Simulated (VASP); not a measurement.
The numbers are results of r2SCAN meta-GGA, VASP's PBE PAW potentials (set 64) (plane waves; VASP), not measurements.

Input for VASP

File KPOINTS:
```
Automatic
0
G
6 6 4
0 0 0
```

**INCAR**
```
! general
SYSTEM =Se
PREC   =Accurate
ENCUT  =400
LREAL  =.False.
LASPH  =.True.

! electronic loop
EDIFF  =1E-6
NELM   =100
ALGO   =Normal
LMAXMIX=4
LMIXTAU=.True.

! smearing
ISMEAR =0
SIGMA  =0.05

! functional
METAGGA=R2SCAN

! ions
IBRION =2
NSW    =60
ISIF   =3
EDIFFG =-0.02

! output
LWAVE  =.False.
LCHARG =.False.
```

POSCAR:
```
Se
1.0
  2.0424328543  -3.5375974630   0.0000000000
  2.0424328543   3.5375974630   0.0000000000
  0.0000000000   0.0000000000   5.0746580198
Se
3
direct
  1.0000000000   0.2470480923   0.6666670000
  0.7529519077   0.7529519077   0.0000000000
  0.2470480923   1.0000000000   0.3333330000
```

POTCAR, in this order: Se (PBE.64 set). Program: vasp_std.

Output of the run:

### OSZICAR
```
...
DAV:  11    -0.428959864255E+02   -0.18384E-05   -0.27264E-08   327   0.169E-03    0.117E-04
DAV:  12    -0.428959853180E+02    0.11076E-05   -0.81666E-09   327   0.890E-04    0.906E-05
DAV:  13    -0.428959854782E+02   -0.16025E-06   -0.14103E-09   327   0.332E-04
   7 F= -.42895985E+02 E0= -.42895985E+02  d E =-.591509E-02
       N       E                     dE             d eps       ncg     rms          rms(c)
DAV:   1    -0.429648805864E+02   -0.68895E-01   -0.49783E+00   624   0.134E+01    0.145E+00
DAV:   2    -0.429257753225E+02    0.39105E-01   -0.18253E-01   669   0.307E+00    0.830E-01
DAV:   3    -0.429067456409E+02    0.19030E-01   -0.55426E-02   684   0.144E+00    0.297E-01
DAV:   4    -0.429065018096E+02    0.24383E-03   -0.66393E-03   689   0.644E-01    0.157E-01
DAV:   5    -0.429047764404E+02    0.17254E-02   -0.38285E-03   629   0.573E-01    0.866E-02
DAV:   6    -0.429065166660E+02   -0.17402E-02   -0.36528E-03   624   0.557E-01    0.310E-02
DAV:   7    -0.429070390718E+02   -0.52241E-03   -0.39545E-04   634   0.183E-01    0.697E-03
DAV:   8    -0.429070389090E+02    0.16277E-06   -0.34250E-05   699   0.567E-02    0.483E-03
DAV:   9    -0.429070818615E+02   -0.42953E-04   -0.16376E-05   644   0.385E-02    0.240E-03
DAV:  10    -0.429070786831E+02    0.31784E-05   -0.10823E-06   512   0.107E-02    0.611E-04
DAV:  11    -0.429070821020E+02   -0.34188E-05   -0.29493E-07   342   0.520E-03    0.512E-04
DAV:  12    -0.429070792966E+02    0.28053E-05   -0.49589E-08   317   0.231E-03    0.305E-04
DAV:  13    -0.429070803497E+02   -0.10531E-05   -0.83597E-09   312   0.887E-04    0.114E-04
DAV:  14    -0.429070795374E+02    0.81225E-06   -0.36047E-09   312   0.644E-04
   8 F= -.42907080E+02 E0= -.42907080E+02  d E =-.170091E-01
       N       E                     dE             d eps       ncg     rms          rms(c)
DAV:   1    -0.431210418648E+02   -0.21396E+00   -0.19163E+01   624   0.259E+01    0.298E+00
DAV:   2    -0.429822759639E+02    0.13877E+00   -0.73077E-01   689   0.611E+00    0.165E+00
DAV:   3    -0.429044037527E+02    0.77872E-01   -0.19073E-01   679   0.262E+00    0.698E-01
DAV:   4    -0.429047243216E+02   -0.32057E-03   -0.32696E-02   654   0.140E+00    0.284E-01
DAV:   5    -0.428891897718E+02    0.15535E-01   -0.18045E-02   624   0.128E+00    0.175E-01
DAV:   6    -0.429052985787E+02   -0.16109E-01   -0.15049E-02   624   0.118E+00    0.595E-02
DAV:   7    -0.429068705199E+02   -0.15719E-02   -0.15264E-03   624   0.370E-01    0.136E-02
DAV:   8    -0.429069067882E+02   -0.36268E-04   -0.15694E-04   724   0.121E-01    0.109E-02
DAV:   9    -0.429070269272E+02   -0.12014E-03   -0.78038E-05   624   0.831E-02    0.528E-03
DAV:  10    -0.429070272802E+02   -0.35298E-06   -0.64647E-06   734   0.245E-02
   9 F= -.42907027E+02 E0= -.42907027E+02  d E =-.169569E-01
       N       E                     dE             d eps       ncg     rms          rms(c)
DAV:   1    -0.429614046399E+02   -0.54378E-01   -0.38906E+00   624   0.120E+01    0.126E+00
DAV:   2    -0.429244714645E+02    0.36933E-01   -0.13595E-01   699   0.267E+00    0.690E-01
DAV:   3    -0.429089148699E+02    0.15557E-01   -0.53636E-02   639   0.141E+00    0.222E-01
DAV:   4    -0.429091741349E+02   -0.25927E-03   -0.53899E-03   649   0.610E-01    0.172E-01
DAV:   5    -0.429083552504E+02    0.81888E-03   -0.37945E-03   624   0.554E-01    0.883E-02
DAV:   6    -0.429088731526E+02   -0.51790E-03   -0.42504E-03   624   0.601E-01    0.309E-02
DAV:   7    -0.429098134063E+02   -0.94025E-03   -0.68982E-04   624   0.254E-01    0.858E-03
DAV:   8    -0.429098678110E+02   -0.54405E-04   -0.43742E-05   724   0.643E-02    0.342E-03
DAV:   9    -0.429098543413E+02    0.13470E-04   -0.17305E-05   624   0.419E-02    0.243E-03
DAV:  10    -0.429098667652E+02   -0.12424E-04   -0.15354E-06   482   0.132E-02    0.492E-04
DAV:  11    -0.429098634877E+02    0.32774E-05   -0.18409E-07   337   0.403E-03    0.271E-04
DAV:  12    -0.429098667447E+02   -0.32569E-05   -0.95962E-08   327   0.337E-03    0.256E-04
DAV:  13    -0.429098652764E+02    0.14682E-05   -0.17640E-08   317   0.132E-03    0.696E-05
DAV:  14    -0.429098657093E+02   -0.43287E-06   -0.28070E-09   312   0.490E-04
  10 F= -.42909866E+02 E0= -.42909866E+02  d E =-.197953E-01
       N       E                     dE             d eps       ncg     rms          rms(c)
DAV:   1    -0.429137778335E+02   -0.39126E-02   -0.21026E-01   624   0.303E+00    0.224E-01
DAV:   2    -0.429138974859E+02   -0.11965E-03   -0.95365E-03   754   0.673E-01    0.111E-01
DAV:   3    -0.429140056050E+02   -0.10812E-03   -0.82536E-04   654   0.245E-01    0.463E-02
DAV:   4    -0.429140306189E+02   -0.25014E-04   -0.16955E-04   734   0.116E-01    0.207E-02
DAV:   5    -0.429139521361E+02    0.78483E-04   -0.14650E-04   634   0.127E-01    0.115E-02
DAV:   6    -0.429140566254E+02   -0.10449E-03   -0.34864E-05   629   0.609E-02    0.462E-03
DAV:   7    -0.429140463301E+02    0.10295E-04   -0.59936E-06   644   0.249E-02    0.249E-03
DAV:   8    -0.429140624276E+02   -0.16098E-04   -0.54792E-06   634   0.233E-02    0.103E-03
DAV:   9    -0.429140618289E+02    0.59869E-06   -0.19633E-07   367   0.458E-03
  11 F= -.42914062E+02 E0= -.42914062E+02  d E =-.419612E-02
       N       E                     dE             d eps       ncg     rms          rms(c)
DAV:   1    -0.429148846194E+02   -0.82219E-03   -0.14967E-01   624   0.256E+00    0.191E-01
DAV:   2    -0.429149798926E+02   -0.95273E-04   -0.67751E-03   754   0.568E-01    0.939E-02
DAV:   3    -0.429150552215E+02   -0.75329E-04   -0.59055E-04   649   0.207E-01    0.391E-02
DAV:   4    -0.429150773865E+02   -0.22165E-04   -0.11862E-04   729   0.965E-02    0.177E-02
DAV:   5    -0.429150156161E+02    0.61770E-04   -0.10228E-04   629   0.106E-01    0.936E-03
DAV:   6    -0.429150933126E+02   -0.77697E-04   -0.25527E-05   634   0.520E-02    0.375E-03
DAV:   7    -0.429150849759E+02    0.83367E-05   -0.43683E-06   654   0.212E-02    0.200E-03
DAV:   8    -0.429150974096E+02   -0.12434E-04   -0.38523E-06   634   0.193E-02    0.890E-04
DAV:   9    -0.429150968151E+02    0.59450E-06   -0.14218E-07   327   0.390E-03
  12 F= -.42915097E+02 E0= -.42915097E+02  d E =-.523111E-02
       N       E                     dE             d eps       ncg     rms          rms(c)
DAV:   1    -0.429185309318E+02   -0.34335E-02   -0.26549E-01   624   0.334E+00    0.528E-01
DAV:   2    -0.429157342769E+02    0.27967E-02   -0.78401E-03   664   0.637E-01    0.257E-01
DAV:   3    -0.429142823895E+02    0.14519E-02   -0.54716E-03   674   0.481E-01    0.845E-02
DAV:   4    -0.429144581691E+02   -0.17578E-03   -0.24822E-04   659   0.155E-01    0.615E-02
DAV:   5    -0.429142083391E+02    0.24983E-03   -0.27449E-04   629   0.159E-01    0.107E-02
DAV:   6    -0.429144989333E+02   -0.29059E-03   -0.17984E-04   634   0.129E-01    0.233E-03
DAV:   7    -0.429145006992E+02   -0.17658E-05   -0.50365E-06   724   0.211E-02    0.145E-03
DAV:   8    -0.429145013195E+02   -0.62031E-06   -0.29835E-07   427   0.514E-03
  13 F= -.42914501E+02 E0= -.42914501E+02  d E =0.595496E-03
       N       E                     dE             d eps       ncg     rms          rms(c)
DAV:   1    -0.429171047787E+02   -0.26041E-02   -0.89438E-02   624   0.192E+00    0.304E-01
DAV:   2    -0.429161720563E+02    0.93272E-03   -0.26785E-03   664   0.371E-01    0.148E-01
DAV:   3    -0.429156723766E+02    0.49968E-03   -0.18788E-03   674   0.283E-01    0.470E-02
DAV:   4    -0.429157250316E+02   -0.52655E-04   -0.89408E-05   659   0.926E-02    0.347E-02
DAV:   5    -0.429156311129E+02    0.93919E-04   -0.92655E-05   624   0.914E-02    0.574E-03
DAV:   6    -0.429157245510E+02   -0.93438E-04   -0.60933E-05   624   0.742E-02    0.127E-03
DAV:   7    -0.429157287064E+02   -0.41553E-05   -0.16442E-06   527   0.122E-02    0.826E-04
DAV:   8    -0.429157283813E+02    0.32512E-06   -0.22168E-07   347   0.404E-03
  14 F= -.42915728E+02 E0= -.42915728E+02  d E =-.631566E-03
```

**OUTCAR**
```
------------------------ aborting loop because EDIFF is reached ----------------------------------------
  FORCE on cell =-STRESS in cart. coord.  units (eV):
  Direction    XX          YY          ZZ          XY          YZ          ZX
  --------------------------------------------------------------------------------------
  Total       -0.0195408     -0.0195408      0.0138812      0.0000000     -0.0000000      0.0000000
  in kB       -0.3578488     -0.3578488      0.2542056      0.0000000     -0.0000000      0.0000000
  external PRESSURE =      -0.1538307 kB  Pullay stress =       0.0000000 kB
  volume of cell :       87.49
      direct lattice vectors                 reciprocal lattice vectors
     2.250673368 -3.898280610 -0.000000000     0.222155737 -0.128261675 -0.000000000
     2.250673368  3.898280610  0.000000000     0.222155737  0.128261675  0.000000000
     0.000000000 -0.000000000  4.985839782     0.000000000 -0.000000000  0.200568017
 POSITION                                       TOTAL-FORCE (eV/Angst)
 -----------------------------------------------------------------------------------
      0.48963      0.84806      3.32389         0.000632      0.001094     -0.000000
      3.52210     -0.00000      0.00000        -0.001264     -0.000000     -0.000000
      0.48963     -0.84806      1.66194         0.000632     -0.001094      0.000000
 -----------------------------------------------------------------------------------
    total drift:                               -0.000198     -0.000446      0.000007
  FREE ENERGIE OF THE ION-ELECTRON SYSTEM (eV)
  ---------------------------------------------------
  free  energy   TOTEN  =       -42.9157283813 eV

  energy  without entropy=      -42.9157283813  energy(sigma->0) =      -42.91572838

 reached required accuracy - stopping structural energy minimisation
```
(Selected blocks of OUTCAR.)

File CONTCAR:
```
Se
   1.00000000000000
     2.2506733684398621   -3.8982806099686780   -0.0000000000000000
     2.2506733684398621    3.8982806099686780    0.0000000000000000
     0.0000000000000000   -0.0000000000000000    4.9858397815696032
  Se
     3
Direct
     0.0000000000025265    0.2175462910512519    0.6666669999999968
     0.7824537089462216    0.7824537089462216    0.0000000000000000
     0.2175462910512519    0.0000000000025264    0.3333330000000032
```

Energy and stress use the plane-wave basis of the starting cell.

The compound is Se in the trig structure. This run relaxes it. Symmetry was kept, so distortions that lower it aren't found. The start is the result of an earlier pass.
